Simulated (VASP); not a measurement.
Given:

```yaml
crystal:
  lattice:
    - [3.74041, 0.00000, 0.00000]
    - [-1.87020, 3.23929, 0.00000]
    - [0.00000, 0.00000, 6.28997]
  atoms:
    - { symbol: Cd, position: [0.00000, 0.00000, 0.00000] }
    - { symbol: Cd, position: [0.00000, 0.00000, 0.50000] }
    - { symbol: S, position: [0.33333, 0.66667, 0.25000] }
    - { symbol: S, position: [0.66667, 0.33333, 0.75000] }
```

The numbers are results of PBEsol GGA, VASP's PBE PAW potentials (set 64) (plane waves; VASP 6.6.1), not measurements. Run with 500 eV cut-off, 7×7×4 Γ-centred mesh, Gaussian smearing of 0.050 eV, potentials Cd S.

Problem. Estimate the energy per atom (σ→0), pressure.

Solution. 
energy per atom (σ→0): -3.262 eV/atom
pressure: 5.10 GPa

The absolute energy has meaning only against runs of the same code, potentials and settings.

The structure was generated: CdS was put into the NiAs type type (P6_3/mmc), which need not be its known phase. It was relaxed first under an external pressure of 5 GPa.
